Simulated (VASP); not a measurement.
# Ir(110) in VASP, part 2 of 2

Wanted: what it costs to take an electron out of Ir(110), held as cut.

VASP 6.6.1; PBE; plane waves and PAW (Ir).

So far: Set-up; Vacuum level and density of states.

## (2) Vacuum level and density of states (continued)

ELF in the ca plane at fractional y = 0.000, with atoms of Ir within 0.2 Å of it. It is the smooth field of the valence electrons, not physical close to the nuclei.

Values, 6 rows by 16 columns, each cell a mean:
```
0.03 0.15 0.15 0.15 0.31 0.11 0.21 0.30 0.08 0.26 0.25 0.09 0.21 0.06 0.01 0.00
0.02 0.11 0.23 0.32 0.31 0.30 0.31 0.32 0.29 0.31 0.32 0.27 0.16 0.04 0.00 0.00
0.01 0.06 0.15 0.27 0.34 0.22 0.28 0.33 0.19 0.32 0.31 0.19 0.09 0.02 0.00 0.00
0.01 0.07 0.18 0.29 0.33 0.25 0.29 0.32 0.23 0.32 0.31 0.22 0.11 0.03 0.00 0.00
0.02 0.13 0.23 0.29 0.30 0.27 0.29 0.31 0.26 0.30 0.31 0.23 0.18 0.05 0.01 0.00
0.03 0.16 0.11 0.10 0.34 0.06 0.18 0.31 0.03 0.25 0.23 0.03 0.21 0.06 0.01 0.00
```
Columns run along c (16.0 Å, from fractional 0.24 to 0.85 of the cell), rows up along a (3.8 Å). Atoms in or near the plane, at fractional coordinates: Ir at (0.34, 0.00), Ir at (0.45, 0.00), Ir at (0.55, 0.00), Ir at (0.66, 0.00).

Only the dipole across the slab is computed (IDIPOL = 3); zeros along the plane are no results.

The map of layer states is cut here 0.5 eV above the Fermi level, so it leaves out the states above that.

The vacuum level lies 5.03 eV above the Fermi level at the upper face; both faces agree, as the slab has next to no dipole.

The program found no field-free point at its default tolerance, but its printed level agrees with the flat part of the planar average.

On this mesh the fine structure of the density of states is sampling noise, and high empty states may be cut by the number of bands.

## (3) Putting the energies together

This step: slab, PBE; plane waves and PAW (VASP 6.6.1).

This step runs nothing: it gathers the runs above.

## (4) Slab, other settings: ISMEAR = 0

This step: PBE; plane waves and PAW (Ir) (VASP 6.6.1).

The run is repeated with some settings moved, to see what they change.

The input, INCAR:

```
SYSTEM = Ir
PREC = Normal
ENCUT = 300
EDIFF = 1E-06
NELM = 120
ISMEAR = 0
SIGMA = 0.1
LREAL = .FALSE.
ALGO = Fast
GGA = PE
NBANDS = 39
LASPH = .TRUE.
LORBIT = 11
LWAVE = .FALSE.
LCHARG = .FALSE.
KPAR = 2
IDIPOL = 3
LDIPOL = .TRUE.
DIPOL = 0.5 0.5 0.5
LVHAR = .TRUE.
LVACPOTAV = .TRUE.
KSPACING = 0.3
```

The input, POSCAR:

```
Ir
1.0
    3.8400000000      0.0000000000      0.0000000000
    0.0000000000      2.7152900398      0.0000000000
    0.0000000000      0.0000000000     26.1458701193
Ir
7
Direct
    0.0000000000      0.0000000000      0.3442226233
    0.5000000000      0.5000000000      0.3961484155
    0.0000000000      0.0000000000      0.4480742078
    0.5000000000      0.5000000000      0.5000000000
    0.0000000000      0.0000000000      0.5519257922
    0.5000000000      0.5000000000      0.6038515845
    0.0000000000      0.0000000000      0.6557773767
```

The input, KPOINTS:

```
Automatic mesh
0
Gamma
11 15 1
0 0 0
```

PAW data sets: Ir (PBE family, release 64).

The run is started by

```bash
mpirun -np 2 vasp_std
```

The log of the run:

```text
[banner, memory and clock lines left out]
running    2 mpi-ranks, on    1 nodes
 distrk:  each k-point on    1 cores,    2 groups
 distr:  one band on    1 cores,    1 groups

 POSCAR found type information on POSCAR Ir
 POSCAR found :  1 types and       7 ions
 LDA part: xc-table for (Slater+PW92), standard interpolation
 POSCAR, INCAR and KPOINTS ok, starting setup
 FFT: planning ... GRIDC
 FFT: planning ... GRID_SOFT
 FFT: planning ... GRID
 WAVECAR not read
 entering main loop
       N       E                     dE             d eps       ncg     rms          rms(c)
DAV:   1     0.445539507239E+03    0.44554E+03   -0.19472E+04  3760   0.897E+02
DAV:   2    -0.193047668028E+02   -0.46484E+03   -0.43033E+03  4127   0.365E+02
DAV:   3    -0.595337605741E+02   -0.40229E+02   -0.36720E+02  5107   0.942E+01
DAV:   4    -0.617712993332E+02   -0.22375E+01   -0.21114E+01  4923   0.229E+01
DAV:   5    -0.618574446211E+02   -0.86145E-01   -0.83731E-01  5350   0.358E+00    0.346E+01
RMM:   6    -0.596444283944E+02    0.22130E+01   -0.70965E+00  3953   0.199E+01    0.196E+01
RMM:   7    -0.864822432445E+02   -0.26838E+02   -0.69575E+01  6398   0.352E+01    0.435E+01
RMM:   8    -0.660906535784E+02    0.20392E+02   -0.75419E+00  4226   0.148E+01    0.213E+01
RMM:   9    -0.590416885648E+02    0.70490E+01   -0.16580E+01  5074   0.178E+01    0.946E+00
RMM:  10    -0.580088951929E+02    0.10328E+01   -0.34081E+00  4617   0.791E+00    0.268E+00
RMM:  11    -0.580463381389E+02   -0.37443E-01   -0.73366E-01  4698   0.330E+00    0.153E+00
RMM:  12    -0.580406221471E+02    0.57160E-02   -0.20509E-01  4589   0.209E+00    0.117E+00
RMM:  13    -0.580398706602E+02    0.75149E-03   -0.54293E-02  5030   0.884E-01    0.810E-01
RMM:  14    -0.580448430805E+02   -0.49724E-02   -0.78661E-03  4564   0.408E-01    0.847E-01
RMM:  15    -0.580421232017E+02    0.27199E-02   -0.32829E-03  5160   0.209E-01    0.587E-01
RMM:  16    -0.580392912614E+02    0.28319E-02   -0.40216E-03  5046   0.197E-01    0.855E-02
RMM:  17    -0.580393256487E+02   -0.34387E-04   -0.58994E-04  5309   0.784E-02    0.628E-02
RMM:  18    -0.580393386181E+02   -0.12969E-04   -0.10240E-04  5157   0.305E-02    0.385E-02
RMM:  19    -0.580393570902E+02   -0.18472E-04   -0.54997E-05  4563   0.265E-02    0.144E-02
RMM:  20    -0.580393818149E+02   -0.24725E-04   -0.22631E-05  4591   0.154E-02    0.870E-03
RMM:  21    -0.580394247557E+02   -0.42941E-04   -0.62968E-06  3176   0.991E-03    0.652E-03
RMM:  22    -0.580394454215E+02   -0.20666E-04   -0.42809E-06  2842   0.779E-03    0.823E-03
RMM:  23    -0.580394648782E+02   -0.19457E-04   -0.26344E-06  2558   0.784E-03    0.415E-03
RMM:  24    -0.580394787736E+02   -0.13895E-04   -0.24470E-06  2528   0.602E-03    0.262E-03
RMM:  25    -0.580394808274E+02   -0.20538E-05   -0.36331E-07  2065   0.328E-03    0.935E-04
RMM:  26    -0.580394827194E+02   -0.18921E-05   -0.23096E-07  1936   0.251E-03    0.112E-03
RMM:  27    -0.580394837666E+02   -0.10472E-05   -0.10591E-07  1243   0.164E-03    0.579E-04
RMM:  28    -0.580394846886E+02   -0.92195E-06   -0.68867E-08  1073   0.141E-03
 [... a notice as in an earlier step ...]

   1 F= -.58039485E+02 E0= -.58018139E+02  d E =-.426922E-01
```

Wall time 46 s (2 MPI ranks of Intel Xeon 6975P-C (Granite Rapids), shared host); peak memory 0.5 GiB; 90 s of CPU time.

From OUTCAR (step 4):

```text
The static configuration has the point symmetry D_2h.

 Found     48 irreducible k-points:

   k-points           NKPTS =     48   k-points in BZ     NKDIM =     48   number of bands    NBANDS=     39

   NELECT =      63.0000    total number of electrons

 E-fermi :   0.5124

 k-point     1 :       0.0000    0.0000    0.0000
  band No.  band energies     occupation
    ...
     28      -0.6025      2.00000
     29      -0.4553      2.00000
     30      -0.3081      2.00000
     31      -0.1737      2.00000
     32      -0.0307      2.00000
     33       0.6081      0.17582
     34       0.7701      0.00027
     35       1.0312      0.00000
     36       1.0516      0.00000
     37       1.2446      0.00000
    ...

 k-point     2 :       0.0909    0.0000    0.0000
  band No.  band energies     occupation
    ...
     29      -0.4453      2.00000
     30      -0.2787      2.00000
     31      -0.0073      2.00000
     32       0.0042      2.00000
     33       0.4573      1.56403
     34       0.8804      0.00000
     35       0.9887      0.00000
     36       1.0184      0.00000
     37       1.1668      0.00000
     38       1.6189      0.00000
    ...

  Total       -2.0370939     -3.2417558     -3.4118734      0.0000000      0.0000000      0.0000000
  in kB      -11.9721208    -19.0519896    -20.0517804      0.0000000      0.0000000      0.0000000
  external PRESSURE =     -17.0252969 kB  Pullay stress =       0.0000000 kB

 POSITION                                       TOTAL-FORCE (eV/Angst)
 -----------------------------------------------------------------------------------
      0.00000      0.00000      9.00000         0.000000      0.000000      1.086508
      1.92000      1.35765     10.35765         0.000000      0.000000     -1.032890
      0.00000      0.00000     11.71529        -0.000000      0.000000     -0.135444
      1.92000      1.35765     13.07294         0.000000      0.000000      0.000000
      0.00000      0.00000     14.43058         0.000000      0.000000      0.135444
      1.92000      1.35765     15.78823         0.000000      0.000000      1.032890
      0.00000      0.00000     17.14587        -0.000000      0.000000     -1.086508
 -----------------------------------------------------------------------------------
    total drift:                                0.000000      0.000000     -0.000000

  FREE ENERGIE OF THE ION-ELECTRON SYSTEM (eV)
  ---------------------------------------------------
  free  energy   TOTEN  =       -58.0394846886 eV

  energy  without entropy=      -57.9967924932  energy(sigma->0) =      -58.01813859

 vacuum level on the upper side and lower side of the slab         5.558         5.558

 total charge
# of ion       s       p       d       tot
------------------------------------------
    1        0.632   0.435   6.935   8.002
    2        0.667   0.697   6.898   8.262
    3        0.674   0.735   6.957   8.366
    4        0.674   0.729   6.985   8.388
    5        0.674   0.735   6.957   8.366
    6        0.667   0.697   6.898   8.262
    7        0.632   0.435   6.935   8.002
--------------------------------------------------
tot          4.620   4.463  48.565  57.648

[... 8 parts as in an earlier step ...]

[... 5 further parts left out ...]
```

This step gave:

```yaml
electronic_cycles: 28
free_energy_toten: -58.0395 eV
energy_at_zero_smearing: -58.0181 eV
fermi_energy: 0.5124 eV
vacuum_levels: 5.558, 5.558 eV
work_functions_of_the_upper_and_lower_face: 5.046, 5.046 eV
```

Force by atom:

| atom | x (eV/Å) | y (eV/Å) | z (eV/Å) | size |
| --- | --- | --- | --- | --- |
| Ir1 | 0.00 | 0.00 | 1.09 | 1.09 |
| Ir2 | 0.00 | 0.00 | -1.03 | 1.03 |
| Ir3 | 0.00 | 0.00 | -0.14 | 0.14 |
| Ir4 | 0.00 | 0.00 | 0.00 | 0.00 |
| Ir5 | 0.00 | 0.00 | 0.14 | 0.14 |
| Ir6 | 0.00 | 0.00 | 1.03 | 1.03 |
| Ir7 | 0.00 | 0.00 | -1.09 | 1.09 |

Settings moved on purpose: ISMEAR = 0.

Against the run that it repeats, NBANDS also differs.

The two runs compared:

| quantity | this run | the run it repeats | difference |
| --- | --- | --- | --- |
| energy at zero smearing (eV) | -58.018 | -58.017 | -0.00138 |
| free energy (TOTEN) (eV) | -58.039 | -58.162 | 0.123 |
| Fermi energy (eV) | 0.5124 | 0.5262 | -0.0138 |
| electronic cycles | 28 | 29 | -1 |

The total energy moves by -0.2 meV an atom.

## (5) Outcome

```
work function of the slab : 5.03 eV
```

What this shows: The work function is 5.03 eV at both faces. Spin-orbit coupling is left out, which matters for the heavy elements here. No atom was relaxed. The cell in the plane was kept as given and was not relaxed here.

[Lines on the potential files, build, host, timing and source positions are cut from VASP's logs without a mark.]

[Logs are printed without paths, hosts, clocks, repeated set-up lines and the standing remarks that a program may print on its own settings, such as how far it seeks lower states.]

[Hosts, paths, dates, database ids (printed as entryN), source tags and the programs' standing remarks are cut or masked in the printed files.]

[In band tables of VASP the shares of atoms and orbitals are scaled to a sum of 1 inside the atoms' spheres.]

[Runs that stopped without an error message from VASP are left out.]
